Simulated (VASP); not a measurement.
Method: LDA (Ceperley-Alder, Perdew-Zunger), VASP's LDA PAW potentials (set 64) (plane waves; VASP).

A VASP calculation is set up with these files.

### KPOINTS
```
kpoints
0
Gamma
 10 10 3
```

INCAR:
```
ISIF=3
LASPH=.TRUE.
ISMEAR=1   ! Methfessel-Paxton
ENCUT=500   ! plane-wave cut-off (eV)
IBRION=2   ! conjugate gradients
NSW=40
NELM=100
LCHARG=.FALSE.
PREC=Accurate
LWAVE=.FALSE.
EDIFFG=-0.02
SIGMA=0.1
LMAXMIX=6
ALGO=Normal   ! blocked Davidson
SYSTEM=La
LREAL=.FALSE.
EDIFF=1E-6
```

POSCAR:
```
La
1.0
  1.7917901109  -3.1034717024   0.0000000000
  1.7917901109   3.1034717024   0.0000000000
  0.0000000000   0.0000000000  11.5253854102
La
4
Cartesian
  0.0000000000   0.0000000000   5.7626927051
  0.0000000000   0.0000000000  11.5253854102
  1.7917901109   1.0344926364   2.8813463526
  1.7917901109  -1.0344926364   8.6440390576
```

POTCAR, in this order: La (LDA.64 set). Program: vasp_std.

The resulting files:

**OSZICAR**
```
       N       E                     dE             d eps       ncg     rms          rms(c)
DAV:   1     0.548414821503E+03    0.54841E+03   -0.14554E+04  1464   0.233E+03
DAV:   2     0.108333907338E+03   -0.44008E+03   -0.43385E+03  2184   0.460E+02
DAV:   3    -0.602846412411E+01   -0.11436E+03   -0.11336E+03  2724   0.278E+02
DAV:   4    -0.200736342893E+02   -0.14045E+02   -0.13843E+02  2688   0.993E+01
DAV:   5    -0.221445332389E+02   -0.20709E+01   -0.20213E+01  2864   0.321E+01    0.588E+00
DAV:   6    -0.223184555633E+02   -0.17392E+00   -0.30332E+00  2824   0.124E+01    0.295E+00
DAV:   7    -0.223022912853E+02    0.16164E-01   -0.46622E-01  2840   0.436E+00    0.687E-01
DAV:   8    -0.223062802240E+02   -0.39889E-02   -0.79075E-02  2872   0.175E+00    0.235E-01
DAV:   9    -0.223074432435E+02   -0.11630E-02   -0.15186E-02  2752   0.792E-01    0.184E-01
DAV:  10    -0.223076161409E+02   -0.17290E-03   -0.23561E-03  2680   0.302E-01    0.459E-02
DAV:  11    -0.223076293111E+02   -0.13170E-04   -0.37394E-04  2736   0.115E-01    0.871E-03
DAV:  12    -0.223076342749E+02   -0.49638E-05   -0.59216E-05  2208   0.471E-02    0.279E-03
DAV:  13    -0.223076355085E+02   -0.12336E-05   -0.89150E-06  1608   0.216E-02    0.976E-04
DAV:  14    -0.223076356799E+02   -0.17140E-06   -0.17035E-06  1488   0.158E-02
   1 F= -.22307636E+02 E0= -.22305964E+02  d E =-.223076E+02
       N       E                     dE             d eps       ncg     rms          rms(c)
DAV:   1    -0.223132974087E+02   -0.56619E-02   -0.30795E-01  2478   0.955E+00    0.323E-01
DAV:   2    -0.223094924577E+02    0.38050E-02   -0.12872E-02  2500   0.136E+00    0.151E-01
DAV:   3    -0.223085175303E+02    0.97493E-03   -0.56190E-03  2664   0.714E-01    0.400E-02
DAV:   4    -0.223085202948E+02   -0.27645E-05   -0.36250E-04  2598   0.185E-01    0.213E-02
DAV:   5    -0.223085255972E+02   -0.53024E-05   -0.37877E-05  2400   0.514E-02    0.117E-02
DAV:   6    -0.223085264489E+02   -0.85168E-06   -0.11764E-05  1784   0.272E-02    0.486E-03
DAV:   7    -0.223085262768E+02    0.17210E-06   -0.29664E-06  1504   0.220E-02
   2 F= -.22308526E+02 E0= -.22306868E+02  d E =-.890597E-03
       N       E                     dE             d eps       ncg     rms          rms(c)
DAV:   1    -0.223134007491E+02   -0.48743E-02   -0.28879E-01  2460   0.925E+00    0.313E-01
DAV:   2    -0.223098349917E+02    0.35658E-02   -0.11959E-02  2508   0.130E+00    0.146E-01
DAV:   3    -0.223089297724E+02    0.90522E-03   -0.52709E-03  2640   0.688E-01    0.386E-02
DAV:   4    -0.223089326341E+02   -0.28617E-05   -0.34383E-04  2608   0.182E-01    0.206E-02
DAV:   5    -0.223089375246E+02   -0.48905E-05   -0.35269E-05  2416   0.493E-02    0.113E-02
DAV:   6    -0.223089383582E+02   -0.83352E-06   -0.10884E-05  1776   0.265E-02    0.458E-03
DAV:   7    -0.223089382000E+02    0.15810E-06   -0.27385E-06  1496   0.216E-02
   3 F= -.22308938E+02 E0= -.22307358E+02  d E =-.130252E-02
       N       E                     dE             d eps       ncg     rms          rms(c)
DAV:   1    -0.223096467475E+02   -0.70839E-03   -0.43324E-02  2448   0.358E+00    0.121E-01
DAV:   2    -0.223091155139E+02    0.53123E-03   -0.17963E-03  2492   0.505E-01    0.565E-02
DAV:   3    -0.223089790810E+02    0.13643E-03   -0.79452E-04  2640   0.268E-01    0.150E-02
DAV:   4    -0.223089794705E+02   -0.38954E-06   -0.51323E-05  2456   0.704E-02    0.803E-03
DAV:   5    -0.223089801392E+02   -0.66871E-06   -0.46202E-06  1624   0.218E-02
   4 F= -.22308980E+02 E0= -.22307451E+02  d E =-.134446E-02
```

### OUTCAR
```
------------------------ aborting loop because EDIFF is reached ----------------------------------------
  FORCE on cell =-STRESS in cart. coord.  units (eV):
  Direction    XX          YY          ZZ          XY          YZ          ZX
  --------------------------------------------------------------------------------------
  Total       -0.0367969     -0.0367969     -0.0799103      0.0000000      0.0000000      0.0000000
  in kB       -0.4574908     -0.4574909     -0.9935127      0.0000000      0.0000000      0.0000000
  external PRESSURE =      -0.6361648 kB  Pullay stress =       0.0000000 kB
  volume of cell :      128.87
      direct lattice vectors                 reciprocal lattice vectors
     1.800904522 -3.119258328  0.000000000     0.277638261 -0.160294515 -0.000000000
     1.800904522  3.119258328  0.000000000     0.277638261  0.160294515 -0.000000000
     0.000000000  0.000000000 11.470113622     0.000000000  0.000000000  0.087183095
 POSITION                                       TOTAL-FORCE (eV/Angst)
 -----------------------------------------------------------------------------------
      1.80090     -3.11926      5.73506         0.000000     -0.000000      0.000000
      1.80090     -3.11926     11.47011         0.000000     -0.000000      0.000000
      1.80090      1.03975      2.86753        -0.000000     -0.000000     -0.000000
      1.80090     -1.03975      8.60259         0.000000      0.000000     -0.000000
 -----------------------------------------------------------------------------------
    total drift:                                0.000000      0.000000      0.000000
  FREE ENERGIE OF THE ION-ELECTRON SYSTEM (eV)
  ---------------------------------------------------
  free  energy   TOTEN  =       -22.3089801392 eV

  energy  without entropy=      -22.3043941168  energy(sigma->0) =      -22.30745147

 reached required accuracy - stopping structural energy minimisation
```
(Selected blocks of OUTCAR.)

**CONTCAR**
```
La
   1.00000000000000
     1.8009045216012183   -3.1192583277733346    0.0000000000000000
     1.8009045216012183    3.1192583277733346    0.0000000000000000
     0.0000000000000000    0.0000000000000000   11.4701136219665223
  La
     4
Direct
     1.0000000000000000    0.0000000000000000    0.5000000000000000
     1.0000000000000000    0.0000000000000000    1.0000000000000000
     0.3333330000000032    0.6666669999999968    0.2500000000000000
     0.6666669999999968    0.3333330000000032    0.7500000000000000
```

The compound is La in the dhcp structure. This run relaxes it. Symmetry was kept, so distortions that lower it aren't found.
